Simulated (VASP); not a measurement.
Consider the following.

```
MgTe
1.0
    2.29076    -3.96771     0.00000
    2.29076     3.96771     0.00000
    0.00000     0.00000     7.44368
Mg Te
2 2
Direct
  0.66667   0.33333   0.49969
  0.33333   0.66667   0.99969
  0.66667   0.33333   0.87631
  0.33333   0.66667   0.37631
```

Calculation: AM05 GGA, VASP's PBE PAW potentials (set 64) (plane waves; VASP 6.6.1). Run with 520 eV cut-off, Gaussian smearing of 0.050 eV, potentials Mg Te.

Unless said otherwise, spin-orbit coupling is left out, though it shifts the bands of the heavy elements here.

Give the energies of bands 3 to 11 at the high-symmetry points, in eV from the valence-band maximum.

| band | Γ | M | K | A | L | H |
|---|---|---|---|---|---|---|
| 3 | -3.22 | -3.05 | -2.54 | -1.99 | -3.14 | -2.94 |
| 4 | -0.50 | -2.60 | -2.54 | -1.99 | -3.14 | -2.94 |
| 5 | -0.50 | -1.95 | -2.33 | -0.27 | -0.89 | -1.92 |
| 6 | -0.02 | -1.23 | -1.40 | -0.27 | -0.89 | -1.92 |
| 7 | -0.02 | -0.99 | -1.40 | -0.27 | -0.88 | -0.62 |
| 8 | 0.00 | -0.45 | -1.36 | -0.27 | -0.88 | -0.62 |
| 9 | 2.44 | 3.18 | 3.57 | 3.44 | 3.24 | 3.88 |
| 10 | 2.96 | 3.87 | 5.68 | 3.44 | 3.24 | 3.88 |
| 11 | 5.26 | 4.29 | 5.68 | 5.52 | 4.26 | 5.17 |

The gap is direct, 2.44 eV, from the valence maximum at Γ to the conduction minimum at Γ.

The compound is MgTe in the wurtzite structure. It was relaxed first.
